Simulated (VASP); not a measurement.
A convergence study with VASP on SnTe (rock salt): one setting is varied, all else stays as given below, so the limit is that of these other settings.

```
SnTe
1.0
    0.00000     3.16000     3.16000
    3.16000     0.00000     3.16000
    3.16000     3.16000     0.00000
Sn Te
1 1
Cartesian
  0.00000   0.00000   0.00000
  3.16000   3.16000   3.16000
```

The numbers are results of LDA (Ceperley-Alder, Perdew-Zunger), VASP's LDA PAW potentials (set 64) (plane waves; VASP), not measurements. The tightest run used: 550 eV cut-off, 16×16×16 Γ-centred mesh, tetrahedra with Blöchl corrections, potentials Sn_d Te.

Unless said otherwise, spin-orbit coupling is left out, though it shifts the bands of the heavy elements here. Gaps are read on the run's mesh, which can miss a band edge.

```
setting     E (eV/atom)  pressure (GPa)  gap on the mesh (eV)  irreducible k-points
----------  -----------  --------------  --------------------  --------------------
3×3×3 mesh      -4.4574           -1.88                 1.586                     4
4×4×4 mesh      -4.4098           -2.54                 0.084                     8
5×5×5 mesh      -4.4124           -1.89                 0.886                    10
```

Task: These are the cheaper rows. Estimate the results at 16×16×16 mesh, and how far the last row shown lies from them.

Result: 
| quantity | tightest run | last row shown is off by |
|---|---|---|
| E (eV/atom) | -4.4094 | -0.0030 |
| pressure (GPa) | -1.82 | -0.06 |
| gap on the mesh (eV) | 0.094 | 0.791 |

Left out are rungs that failed or repeat a setting and relaxations that didn't move; long series are thinned to 24 rows.

The compound is SnTe in the rock salt structure, which distorts at low temperature. The cell was not relaxed at this level.
